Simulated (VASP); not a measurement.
Computed with PBE GGA with spin-orbit coupling, VASP's PBE PAW potentials (set 64) (plane waves; VASP).

Input for VASP

### INCAR
```
ALGO=Normal
EDIFF=1E-6
ENCUT=300
GGA=PE
GGA_COMPAT=F
ISIF=2
ISMEAR=0
LASPH=T
LCHARG=F
LMAXMIX=4
LNONCOLLINEAR=T
LORBIT=11
LREAL=F
LSORBIT=T
LWAVE=F
MAGMOM=12*0.0
NELM=100
PREC=Accurate
SIGMA=0.1
SYSTEM=RuS
```

KPOINTS:
```
kpoints
0
G
 7 7 7
0 0 0
```

### POSCAR
```
RuS
1
   -1.4898300000     1.4898300000     5.0438290000
    1.4898300000    -1.4898300000     5.0438290000
    1.4898300000     1.4898300000    -5.0438290000
Ru S
2 2
Direct
  0.7500000000   0.7500000000   0.0000000000
  0.5000000000   0.0000000000   0.5000000000
  0.1660000000   0.1660000000   0.0000000000
  0.9160000000   0.4160000000   0.5000000000
```

POTCAR, in this order: Ru_pv S (PBE.64 set). Program: vasp_ncl.

The resulting files:

### OUTCAR
```
 ion  position               nearest neighbor table
   1  0.750  0.750  0.000-   4 2.24   4 2.24   3 2.27   3 2.27   3 2.27   3 2.27   2 2.93   2 2.93
                             2 2.93   2 2.93
   2  0.500  0.000  0.500-   3 2.24   3 2.24   4 2.27   4 2.27   4 2.27   4 2.27   1 2.93   1 2.93
                             1 2.93   1 2.93
   3  0.166  0.166  0.000-   2 2.24   2 2.24   1 2.27   1 2.27   1 2.27   1 2.27
   4  0.916  0.416  0.500-   1 2.24   1 2.24   2 2.27   2 2.27   2 2.27   2 2.27
  LATTYP: Found a body centered tetragonal cell.
 ALAT       =     2.9796600000
 C/A-ratio  =     3.3855064001
 Subroutine PRICEL returns:
 Original cell was already a primitive cell.
 Subroutine GETGRP returns: Found  8 space group operations
The static configuration has the point symmetry C_2v.
 The point group associated with its full space group is C_4v.
The dynamic configuration has the point symmetry C_2v.
The overall configuration has the point symmetry C_2v.
 Subroutine INISYM returns: Found  8 space group operations
 Subroutine IBZKPT returns following result:
 Found     70 irreducible k-points:

 Following reciprocal coordinates:
            Coordinates               Weight
  0.000000  0.000000  0.000000      1.000000
  0.142857 -0.000000  0.000000      4.000000
 -0.142857  0.000000 -0.000000      4.000000
  0.285714  0.000000  0.000000      4.000000
 -0.285714  0.000000  0.000000      4.000000
  0.428571 -0.000000  0.000000      4.000000
 -0.428571  0.000000 -0.000000      4.000000
  0.142857  0.142857  0.000000      4.000000
 -0.142857 -0.142857 -0.000000      4.000000
  0.285714  0.142857 -0.000000      8.000000
 -0.285714 -0.142857  0.000000      8.000000
  0.428571  0.142857  0.000000      8.000000
 -0.428571 -0.142857  0.000000      8.000000
 -0.428571  0.142857 -0.000000      8.000000
  0.428571 -0.142857  0.000000      8.000000
 -0.285714  0.142857 -0.000000      8.000000
  0.285714 -0.142857  0.000000      8.000000
...
```

File OSZICAR:
```
       N       E                     dE             d eps       ncg     rms          rms(c)
DAV:   1     0.342335878224E+03    0.34234E+03   -0.16865E+04  7256   0.118E+03
DAV:   2    -0.529800434765E+01   -0.34763E+03   -0.33508E+03  7360   0.412E+02
DAV:   3    -0.238804515311E+02   -0.18582E+02   -0.17982E+02  8112   0.926E+01
DAV:   4    -0.242620103268E+02   -0.38156E+00   -0.38002E+00  7504   0.129E+01
DAV:   5    -0.242721942430E+02   -0.10184E-01   -0.10180E-01  8480   0.184E+00    0.445E+01
DAV:   6    -0.236742780009E+02    0.59792E+00   -0.39572E+00  7600   0.173E+01    0.221E+01
DAV:   7    -0.236565463089E+02    0.17732E-01   -0.12689E+00  7464   0.107E+01    0.105E+01
DAV:   8    -0.235654683517E+02    0.91078E-01   -0.24054E-01  7456   0.475E+00    0.887E-01
DAV:   9    -0.235652615579E+02    0.20679E-03   -0.18743E-02  7456   0.857E-01    0.473E-01
DAV:  10    -0.235652707774E+02   -0.92195E-05   -0.38552E-04  7816   0.130E-01    0.216E-01
DAV:  11    -0.235652724500E+02   -0.16726E-05   -0.92980E-05  7624   0.684E-02    0.544E-02
DAV:  12    -0.235652675779E+02    0.48721E-05   -0.90067E-06  6752   0.227E-02    0.185E-02
DAV:  13    -0.235652666411E+02    0.93675E-06   -0.18548E-06  5976   0.895E-03
   1 F= -.23565267E+02 E0= -.23557294E+02  d E =-.159443E-01  mag=    -0.0000     0.0000    -0.0000
```

### OUTCAR
```
------------------------ aborting loop because EDIFF is reached ----------------------------------------
  FORCE on cell =-STRESS in cart. coord.  units (eV):
  Direction    XX          YY          ZZ          XY          YZ          ZX
  --------------------------------------------------------------------------------------
  Total       24.5979507     24.5979507     18.9373452      0.0000000      0.0000000      0.0000000
  in kB      880.0669926    880.0669926    677.5415011      0.0000000      0.0000000      0.0000000
  external PRESSURE =     812.5584954 kB  Pullay stress =       0.0000000 kB
  volume of cell :       44.78
      direct lattice vectors                 reciprocal lattice vectors
    -1.489830000  1.489830000  5.043829000     0.000000000  0.335608761  0.099131037
     1.489830000 -1.489830000  5.043829000     0.335608761  0.000000000  0.099131037
     1.489830000  1.489830000 -5.043829000     0.335608761  0.335608761  0.000000000
 POSITION                                       TOTAL-FORCE (eV/Angst)
 -----------------------------------------------------------------------------------
      0.00000      0.00000      7.56574         0.000000      0.000000     -0.267104
      0.00000      1.48983      0.00000        -0.000000     -0.000000     -0.267104
      0.00000      0.00000      1.67455         0.000000     -0.000000      0.267104
      0.00000      1.48983      4.19647        -0.000000      0.000000      0.267104
 -----------------------------------------------------------------------------------
    total drift:                               -0.000001     -0.000001      0.000214
  FREE ENERGIE OF THE ION-ELECTRON SYSTEM (eV)
  ---------------------------------------------------
  free  energy   TOTEN  =       -23.5652666411 eV

  energy  without entropy=      -23.5493223178  energy(sigma->0) =      -23.55729448

 total charge

# of ion       s       p       d       tot
------------------------------------------
    1        0.347   6.367   6.461  13.176
    2        0.347   6.367   6.461  13.176
    3        1.332   2.436   0.000   3.768
    4        1.332   2.436   0.000   3.768
--------------------------------------------------
tot          3.358  17.607  12.923  33.888

 magnetization (x)

# of ion       s       p       d       tot
------------------------------------------
    1        0.000  -0.000   0.000   0.000
    2        0.000   0.000   0.000   0.000
    3        0.000   0.000   0.000   0.000
    4        0.000   0.000   0.000   0.000
--------------------------------------------------
tot          0.000  -0.000   0.000   0.000

 magnetization (y)

# of ion       s       p       d       tot
------------------------------------------
    1        0.000   0.000  -0.000  -0.000
    2        0.000   0.000  -0.000  -0.000
    3        0.000   0.000   0.000   0.000
    4        0.000   0.000   0.000   0.000
--------------------------------------------------
tot          0.000   0.000  -0.000  -0.000

 magnetization (z)

# of ion       s       p       d       tot
------------------------------------------
    1        0.000   0.000   0.000   0.000
    2        0.000   0.000  -0.000  -0.000
    3       -0.000  -0.000   0.000  -0.000
    4        0.000   0.000   0.000   0.000
--------------------------------------------------
tot          0.000   0.000   0.000   0.000

 Ion:    1  E_soc:     -0.2672753

 Ion:    2  E_soc:     -0.2672753

 Ion:    3  E_soc:     -0.0011816

 Ion:    4  E_soc:     -0.0011816
```
(Selected blocks of OUTCAR.)

At this cut-off the stress carries a Pulay error, which pulls relaxed volumes low.

The structure was generated: RuS was put into an ordered model structure, which need not be its known phase. The cell was not relaxed at this level. The k-mesh is coarse (spacing up to 0.43 per Å, 2π included), so the numbers may not be converged in it. The run is one of a series of settings (GGA_COMPAT = .FALSE., LNONCOLLINEAR = .TRUE., LSORBIT = .TRUE., MAGMOM = 0.0 0.0 0.0 0.0 0.0 0.0 0.0 0.0 0.0 0.0 0.0 0.0, program vasp_ncl against the base run), some of them coarse on purpose.
